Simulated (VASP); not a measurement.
# Ge3P4 (I-42m) in VASP: relaxation of cell and atoms with PBE

Aim: the relaxation of cell and atoms of Ge3P4 with PBE.

All numbers are computed with VASP 6.6.1; they aren't measurements. Logs are shortened: lines on timing, memory, paths and dates and some standing lists are left out, and cuts for length are marked.

## 1. The crystal as given

It takes space group I-42m (No. 121, tetragonal). Conventional cell: a = 5.282 Å, b = 5.282 Å, c = 10.584 Å, α = 90.00°, β = 90.00°, γ = 90.00°. Ge (site symmetry -4) has 4 P at 2.38 Å as nearest neighbours. Ge (site symmetry -42m) is surrounded by 4 P at 2.37 Å. P (site symmetry m) has 3 Ge at 2.37 to 2.38 Å as nearest neighbours.

The cell was built by a generator and needn't be a form met in nature.

## 2. Relaxation of cell and atoms, PBE

INCAR

```
PREC = Accurate
ENCUT = 520
EDIFF = 1E-6
ISMEAR = 0
SIGMA = 0.1
LREAL = F
LASPH = T
NELM = 120
ALGO = Normal
ISIF = 3
LWAVE = F
LCHARG = F
GGA = PE
IBRION = 2
NSW = 90
EDIFFG = -0.01
KPAR = 4
```

KPOINTS

```
regular mesh
0
Gamma
  8 8 8
```

POSCAR

```
Ge3P4
1.0
   -2.6410000000      2.6410000000      5.2920000000
    2.6410000000     -2.6410000000      5.2920000000
    2.6410000000      2.6410000000     -5.2920000000
Ge P
3 4
Direct
    0.7500000000      0.2500000000      0.5000000000
    0.2500000000      0.7500000000      0.5000000000
    0.0000000000      0.0000000000      0.0000000000
    0.3861007500      0.8370662900      0.0000000000
    0.8370662900      0.3861007500      0.0000000000
    0.1629337100      0.1629337100      0.5490344600
    0.6138992500      0.6138992500      0.4509655400
```

Potentials or basis: VASP PAW PBE potentials, release 64 (Ge_d, P).

Command:

```
$ cat potpaw_PBE.64/Ge_d/POTCAR potpaw_PBE.64/P/POTCAR > POTCAR
$ mpirun -np 4 vasp_std > vasp.out
```

OUTCAR:

```text
PREC = Accurate
   ENCUT = 520
   EDIFF = 1E-6
   ISMEAR = 0
   LREAL = F
   LASPH = T
   NELM = 120
   ISIF = 3
   GGA = PE
   IBRION = 2
   NSW = 90
   EDIFFG = -0.01

 ion  position               nearest neighbor table
   1  0.750  0.250  0.500-   6 2.38   5 2.38   4 2.38   7 2.38
   2  0.250  0.750  0.500-   6 2.38   4 2.38   5 2.38   7 2.38
   3  0.000  0.000  0.000-   4 2.37   5 2.37   7 2.37   6 2.37
   4  0.386  0.837  0.000-   3 2.37   1 2.38   2 2.38
   5  0.837  0.386  0.000-   3 2.37   2 2.38   1 2.38
   6  0.163  0.163  0.549-   3 2.37   2 2.38   1 2.38
   7  0.614  0.614  0.451-   3 2.37   1 2.38   2 2.38

  LATTYP: Found a body centered tetragonal cell.
 ALAT       =     5.2820000000
 C/A-ratio  =     2.0037864445

  Lattice vectors:

 A1 = (  -2.6410000000,   2.6410000000,   5.2920000000)
 A2 = (   2.6410000000,  -2.6410000000,   5.2920000000)
 A3 = (   2.6410000000,   2.6410000000,  -5.2920000000)

Analysis of symmetry for initial positions (statically):
=====================================================================
 Subroutine PRICEL returns:
 Original cell was already a primitive cell.

 Routine SETGRP: Setting up the symmetry group for a
 body centered tetragonal supercell.

 Subroutine GETGRP returns: Found  8 space group operations
 (whereof  8 operations were pure point group operations)
 out of a pool of 16 trial point group operations.

The static configuration has the point symmetry D_2d.

Analysis of symmetry for dynamics (positions and initial velocities):
=====================================================================
 Subroutine PRICEL returns:
 Original cell was already a primitive cell.

 Routine SETGRP: Setting up the symmetry group for a
 body centered tetragonal supercell.

 Subroutine GETGRP returns: Found  8 space group operations
 (whereof  8 operations were pure point group operations)
 out of a pool of 16 trial point group operations.

The dynamic configuration has the point symmetry D_2d.

 Subroutine INISYM returns: Found  8 space group operations
 (whereof  8 operations are pure point group operations),
 and found     1 'primitive' translations

----------------------------------------------------------------------------------------

                                     Primitive cell

  volume of cell :     147.6443

  direct lattice vectors                    reciprocal lattice vectors
    -2.641000000  2.641000000  5.292000000     0.000000000  0.189322226  0.094482237
     2.641000000 -2.641000000  5.292000000     0.189322226  0.000000000  0.094482237
     2.641000000  2.641000000 -5.292000000     0.189322226  0.189322226  0.000000000

  length of vectors
     6.477269950  6.477269950  6.477269950     0.211588749  0.211588749  0.267742060

  position of ions in fractional coordinates (direct lattice)
     0.750000000  0.250000000  0.500000000
     0.250000000  0.750000000  0.500000000
     0.000000000  0.000000000  0.000000000
     0.386100750  0.837066290  0.000000000
     0.837066290  0.386100750  0.000000000
     0.162933710  0.162933710  0.549034460
     0.613899250  0.613899250  0.450965540

  ion indices of the primitive-cell ions
   primitive index   ion index
                 1           1
                 2           2
                 3           3
                 4           4
                 5           5
                 6           6
                 7           7

----------------------------------------------------------------------------------------

 KPOINTS: regular mesh

Automatic generation of k-mesh.
 Grid dimensions read from file:
 generate k-points for:    8    8    8

 Generating k-lattice:

  Cartesian coordinates                     Fractional coordinates (reciprocal lattice)
     0.000000000  0.023665278  0.011810280     0.125000000  0.000000000  0.000000000
     0.023665278  0.000000000  0.011810280     0.000000000  0.125000000  0.000000000
     0.023665278  0.023665278  0.000000000     0.000000000  0.000000000  0.125000000

  Length of vectors
     0.026448594  0.026448594  0.033467758

  Shift w.r.t. Gamma in fractional coordinates (k-lattice)
     0.000000000  0.000000000  0.000000000

 Subroutine IBZKPT returns following result:
 ===========================================

 Found     59 irreducible k-points:

 Following reciprocal coordinates:
            Coordinates               Weight
  0.000000  0.000000  0.000000      1.000000
  0.125000 -0.000000  0.000000      8.000000
  0.250000 -0.000000  0.000000      8.000000
  0.375000 -0.000000  0.000000      8.000000
  0.500000 -0.000000  0.000000      4.000000
  0.125000  0.125000  0.000000      8.000000
[... 16 lines left out ...]
  0.250000  0.125000  0.125000     16.000000
  0.375000  0.125000  0.125000      8.000000
 [... further k-points ...]
   k-points           NKPTS =     59   k-points in BZ     NKDIM =     59   number of bands    NBANDS=     37
   number of dos      NEDOS =    301   number of ions     NIONS =      7
   total plane-waves  NPLWV = 110592
   dimension x,y,z NGX =    48 NGY =   48 NGZ =   48
   dimension x,y,z NGXF=    96 NGYF=   96 NGZF=   96
   ions per type =               3   4
   NGX,Y,Z   is equivalent  to a cutoff of  12.32, 12.32, 12.32 a.u.
   NGXF,Y,Z  is equivalent  to a cutoff of  24.64, 24.64, 24.64 a.u.
 SYSTEM =  unknown system
   PREC   = accura    normal or accurate (medium, high low for compatibility)
   ISTART =      0    job   : 0-new  1-cont  2-samecut
   ICHARG =      2    charge: 1-file 2-atom 10-const
   ISPIN  =      1    spin polarized calculation?
   LNONCOLLINEAR =      F non collinear calculations
   LSORBIT =      F    spin-orbit coupling
   LASPH  =      T    aspherical Exc in radial PAW
   ENCUT  =  520.0 eV  38.22 Ry    6.18 a.u.  12.04 12.04 12.04*2*pi/ulx,y,z
   NELM   =    120;   NELMIN=  2; NELMDL= -5     # of ELM steps
   EDIFF  = 0.1E-05   stopping-criterion for ELM
   LREAL  =      F    real-space projection
   EDIFFG = -.1E-01   stopping-criterion for IOM
   NSW    =     90    number of steps for IOM
   IBRION =      2    ionic relax: 0-MD 1-quasi-New 2-CG
   NFREE  =      1    steps in history (QN), initial steepest desc. (CG)
   ISIF   =      3    stress and relaxation
   ISYM   =      2    0-nonsym 1-usesym 2-fastsym
   POTIM  = 0.5000    time-step for ionic-motion
   TEBEG  =    0.0;   TEEND  =   0.0 temperature during run
   PSTRESS=    0.0 pullay stress
   NELECT =      62.0000    total number of electrons
   NUPDOWN=      -1.0000    fix difference up-down
   EMIN   =  10.00;   EMAX   =-10.00  energy-range for DOS
   EFERMI =   0.00;   METHOD = LEGACY
   ISMEAR =     0;   SIGMA  =   0.10  broadening in eV -4-tet -1-fermi 0-gaus
   EFERMI_NEDOS =   21; number of points for ismear=-14 and -15
   IALGO  =     38    algorithm
   IMIX   =      4    mixing-type and parameters
     AMIX     =   0.40;   BMIX     =  1.00
     AMIX_MAG =   1.60;   BMIX_MAG =  1.00
  volume/ion in A,a.u.               =      21.09       142.34
  Fermi-wavevector in a.u.,A,eV,Ry     =   1.225932  2.316676 20.448335  1.502910
  Thomas-Fermi vector in A             =   2.360952
   LORBIT       =      0    0 simple, 1 ext, 2 COOP (PROOUT), +10 PAW based schemes
   GGA     = PE    functional components
   LHFCALC =     F    Hartree Fock is set to
   AEXX    =    0.0000 exact exchange contribution
   IVDW    =     0    specifies the selected vdW correction
   LEPSILON=     F    determine dielectric tensor
   LRPA    =     F    only Hartree local field effects (RPA)
 conjugate gradient relaxation of ions
 non-spin polarized calculation
 Gauss-broadening in eV      SIGMA  =   0.10
  energy-cutoff  :      520.00
  volume of cell :      147.64
 maximum number of plane-waves:      4006
   NGX = 25   NGY = 25   NGZ = 25

--------------------------------------- Ionic step        1  -------------------------------------------

 number of electron      62.0000025 magnetization

 Free energy of the ion-electron system (eV)
  ---------------------------------------------------
  ext. energy  EPLUGINS =         0.00000000
  ---------------------------------------------------
  free energy    TOTEN  =       -34.82199275 eV

  energy without entropy =      -34.82145051  energy(sigma->0) =      -34.82172163

------------------------ aborting loop because EDIFF is reached ----------------------------------------

  FORCE on cell =-STRESS in cart. coord.  units (eV):
  Direction    XX          YY          ZZ          XY          YZ          ZX
  --------------------------------------------------------------------------------------
  -------------------------------------------------------------------------------------
  Total        0.0394883      0.0394883     -0.1293010      0.0000000     -0.0000000      0.0000000
  in kB        0.4285115      0.4285115     -1.4031233      0.0000000     -0.0000000      0.0000000
  external PRESSURE =      -0.1820334 kB  Pullay stress =       0.0000000 kB
[... 231 lines left out ...]
  energy  without entropy=      -34.8239889746  energy(sigma->0) =      -34.82436068

--------------------------------------- Ionic step        7  -------------------------------------------

 number of electron      62.0000028 magnetization

 Free energy of the ion-electron system (eV)
  ---------------------------------------------------
  ext. energy  EPLUGINS =         0.00000000
  ---------------------------------------------------
  free energy    TOTEN  =       -34.82481499 eV

  energy without entropy =      -34.82410883  energy(sigma->0) =      -34.82446191

 E-fermi :   5.4524     XC(G=0):  -9.8444

 val. band max:        5.4195659588   @ k =   0.0000   0.0000   0.0000
 cond. band min:       5.5735231550   @ k =  -0.3750   0.5000   0.3750
 fundamental gap:      0.1539571962
 Fermi energy:         5.4524067974

 k-point     1 :       0.0000    0.0000    0.0000
  band No.  band energies     occupation
      1     -19.5951      2.00000
      2     -19.5939      2.00000
      3     -19.5939      2.00000
      4     -19.5870      2.00000
      5     -19.5870      2.00000
      6     -19.5704      2.00000
[... 949 lines left out ...]
     36       8.6547      0.00000
     37       8.7152      0.00000

 [... further k-points ...]

------------------------ aborting loop because EDIFF is reached ----------------------------------------

  FORCE on cell =-STRESS in cart. coord.  units (eV):
  Direction    XX          YY          ZZ          XY          YZ          ZX
  --------------------------------------------------------------------------------------
  -------------------------------------------------------------------------------------
  Total        0.0540105      0.0540105      0.0362726      0.0000000     -0.0000000      0.0000000
  in kB        0.5900282      0.5900282      0.3962544      0.0000000     -0.0000000      0.0000000
  external PRESSURE =       0.5254369 kB  Pullay stress =       0.0000000 kB
[... 22 lines left out ...]
  FREE ENERGIE OF THE ION-ELECTRON SYSTEM (eV)
  ---------------------------------------------------
  free  energy   TOTEN  =       -34.8248149886 eV

  energy  without entropy=      -34.8241088263  energy(sigma->0) =      -34.82446191

 reached required accuracy - stopping structural energy minimisation
```

Run time: 6.2 min. Hardware: 4 MPI ranks of AMD EPYC 7R13 (Zen 3), shared host; peak memory 0.49 GiB.

Results:

```yaml
Free_energy: -34.8248 eV
Relaxed_volume: 20.95 Å³/atom
Relaxed_cell: a = 6.464 Å, b = 6.464 Å, c = 6.464 Å, α = 131.89°, β = 131.89°, γ = 70.40°
Space_group_after_relaxing_to_0.05_Å: I-42m (No. 121)
Energy_gained_by_relaxing: 0.4 meV/atom
Ionic_steps: 7
Pressure_after_relaxing: 0.1 GPa
Largest_force_after_relaxing: 0.003 eV/Å
Band_gap_on_the_k_mesh: none (metal or under the smearing width)
```

Forces on the atoms (eV/Å):
```
Ge   0.000  0.000  0.000
Ge   0.000  0.000  0.000
Ge   0.000  0.000  0.000
P    0.002 -0.002  0.000
P   -0.002  0.002  0.000
P   -0.002 -0.002  0.000
P    0.002  0.002  0.000
```

Step by step:
```csv
step,energy change (eV),largest force (eV/Å),pressure (GPa),volume (Å³)
1,0.0000,0.0887,-0.02,147.64
2,-0.0013,0.0540,-0.06,147.59
3,-0.0018,0.0406,-0.13,147.53
4,-0.0025,0.0307,-0.02,147.05
5,-0.0027,0.0204,0.12,146.53
6,-0.0027,0.0178,-0.05,146.76
7,-0.0028,0.0030,0.05,146.66
```

Final structure:
```cif
data_structure
_symmetry_space_group_name_H-M 'P 1'
_symmetry_Int_Tables_number 1
_cell_length_a 6.4638
_cell_length_b 6.4638
_cell_length_c 6.4638
_cell_angle_alpha 131.889
_cell_angle_beta 131.889
_cell_angle_gamma 70.404
_cell_volume 146.66
loop_
_atom_site_label
_atom_site_type_symbol
_atom_site_fract_x
_atom_site_fract_y
_atom_site_fract_z
_atom_site_occupancy
Ge1 Ge 0.75000 0.25000 0.50000 1
Ge2 Ge 0.25000 0.75000 0.50000 1
Ge3 Ge 0.00000 0.00000 0.00000 1
P1 P 0.38813 0.83425 0.00000 1
P2 P 0.83425 0.38813 0.00000 1
P3 P 0.16575 0.16575 0.55388 1
P4 P 0.61187 0.61187 0.44612 1
```

Levels at points of the mesh, in eV from the Fermi level:
| k point | band 29 | band 30 | band 31 | band 32 | band 33 | band 34 |
| --- | --- | --- | --- | --- | --- | --- |
| (0.00, 0.00, 0.00) | -0.49 | -0.03 | -0.03 | 0.37 | 1.11 | 1.42 |
| (0.50, 0.00, 0.00) | -2.27 | -1.97 | -1.07 | 2.01 | 2.31 | 2.49 |
| (0.50, 0.50, 0.00) | -1.02 | -0.77 | -0.72 | 0.37 | 0.97 | 1.95 |
| (0.50, 0.50, 0.50) | -2.43 | -1.41 | -1.41 | -0.13 | 0.39 | 0.83 |
